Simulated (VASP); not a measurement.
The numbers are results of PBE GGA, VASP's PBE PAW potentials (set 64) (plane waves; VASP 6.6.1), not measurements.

The input files of a VASP run:

File KPOINTS:
```
kpoints
0
gamma
  8 8 4
0 0 0
```

POSCAR:
```
SnO
3.852860
  0.9999998905   0.0000000000   0.0000000000
 -0.4999999453   0.8660253306   0.0000000000
  0.0000000000   0.0000000000   1.6707796925
Sn O
2 2
Cartesian
 -0.0000005000   0.5773505091   0.0044567313
  0.5000004453   0.2886748215   0.8398465775
 -0.0000005000   0.5773505091   0.6220856534
  0.5000004453   0.2886748215   1.4574754996
```

INCAR:
```
LREAL = .FALSE.   # projection in real space or not
LASPH = .TRUE.
SYSTEM = SnO
LMAXMIX = 4
PREC = Accurate
ENCUT = 520   # plane-wave cut-off (eV)
NELM = 100
ISMEAR = -5   # tetrahedra, Bloechl
LCHARG = .TRUE.
ISIF = 2   # forces and stress, cell fixed
EDIFF = 1E-7   # SCF stop (eV)
ALGO = Normal
NEDOS = 601   # DOS grid
GGA = PE   # PBE
LWAVE = .FALSE.
LORBIT = 11   # lm-projected
```

POTCAR, in this order: Sn_d O (PBE.64 set). Program: vasp_std.

The run wrote:

File OSZICAR:
```
       N       E                     dE             d eps       ncg     rms          rms(c)
DAV:   1     0.415566365369E+03    0.41557E+03   -0.21137E+04  1464   0.242E+03
DAV:   2     0.386057785384E+02   -0.37696E+03   -0.37116E+03  1560   0.578E+02
DAV:   3    -0.226561284091E+02   -0.61262E+02   -0.60916E+02  1760   0.199E+02
DAV:   4    -0.253291477494E+02   -0.26730E+01   -0.26697E+01  1592   0.469E+01
DAV:   5    -0.254118409393E+02   -0.82693E-01   -0.82684E-01  1928   0.830E+00    0.123E+01
DAV:   6    -0.214967167413E+02    0.39151E+01   -0.34343E+01  2416   0.613E+01    0.696E+00
DAV:   7    -0.210920970684E+02    0.40462E+00   -0.54741E+00  1728   0.129E+01    0.238E+00
DAV:   8    -0.210650870075E+02    0.27010E-01   -0.40199E-01  1616   0.416E+00    0.862E-01
DAV:   9    -0.210495907646E+02    0.15496E-01   -0.82444E-02  2384   0.209E+00    0.279E-01
DAV:  10    -0.210515982559E+02   -0.20075E-02   -0.39821E-02  1984   0.122E+00    0.309E-01
DAV:  11    -0.210496572410E+02    0.19410E-02   -0.13605E-02  2064   0.713E-01    0.156E-02
DAV:  12    -0.210497409598E+02   -0.83719E-04   -0.78129E-04  1584   0.198E-01    0.257E-02
DAV:  13    -0.210497449118E+02   -0.39520E-05   -0.50566E-05  1992   0.619E-02    0.125E-02
DAV:  14    -0.210497408024E+02    0.41094E-05   -0.48214E-05  1976   0.466E-02    0.102E-02
DAV:  15    -0.210497395446E+02    0.12578E-05   -0.52634E-06  1672   0.140E-02    0.474E-03
DAV:  16    -0.210497394135E+02    0.13105E-06   -0.59191E-07  1592   0.466E-03    0.225E-03
DAV:  17    -0.210497393426E+02    0.70899E-07   -0.14053E-07   936   0.284E-03
   1 F= -.21049739E+02 E0= -.21049739E+02  d E =0.000000E+00
```

**OUTCAR**
```
------------------------ aborting loop because EDIFF is reached ----------------------------------------
  FORCE on cell =-STRESS in cart. coord.  units (eV):
  Direction    XX          YY          ZZ          XY          YZ          ZX
  --------------------------------------------------------------------------------------
  Total       -0.0012555     -0.0012555      0.0448554     -0.0000000      0.0000000      0.0000000
  in kB       -0.0243071     -0.0243071      0.8684117     -0.0000000      0.0000000      0.0000000
  external PRESSURE =       0.2732658 kB  Pullay stress =       0.0000000 kB
  volume of cell :       82.76
      direct lattice vectors                 reciprocal lattice vectors
     3.852859578  0.000000000  0.000000000     0.259547481  0.149849805  0.000000000
    -1.926429789  3.336674355  0.000000000     0.000000000  0.299699609  0.000000000
     0.000000000  0.000000000  6.437280246     0.000000000  0.000000000  0.155345109
 POSITION                                       TOTAL-FORCE (eV/Angst)
 -----------------------------------------------------------------------------------
     -0.00000      2.22445      0.01717         0.000000      0.000000     -0.004079
      1.92643      1.11222      3.23581         0.000000      0.000000     -0.004079
     -0.00000      2.22445      2.39681         0.000000      0.000000      0.004079
      1.92643      1.11222      5.61545        -0.000000      0.000000      0.004079
 -----------------------------------------------------------------------------------
    total drift:                               -0.002680      0.001547     -0.003050
  FREE ENERGIE OF THE ION-ELECTRON SYSTEM (eV)
  ---------------------------------------------------
  free  energy   TOTEN  =       -21.0497393426 eV

  energy  without entropy=      -21.0497393426  energy(sigma->0) =      -21.04973934

 total charge

# of ion       s       p       d       tot
------------------------------------------
    1        1.385   0.627  10.006  12.018
    2        1.385   0.627  10.006  12.018
    3        1.610   3.287   0.000   4.897
    4        1.610   3.287   0.000   4.897
--------------------------------------------------
tot          5.991   7.827  20.011  33.830
```
(Selected blocks of OUTCAR.)

The structure was generated: SnO was put into the wurtzite type (P6_3mc), which need not be its known phase. It was relaxed first, which changed the volume by +56 %.
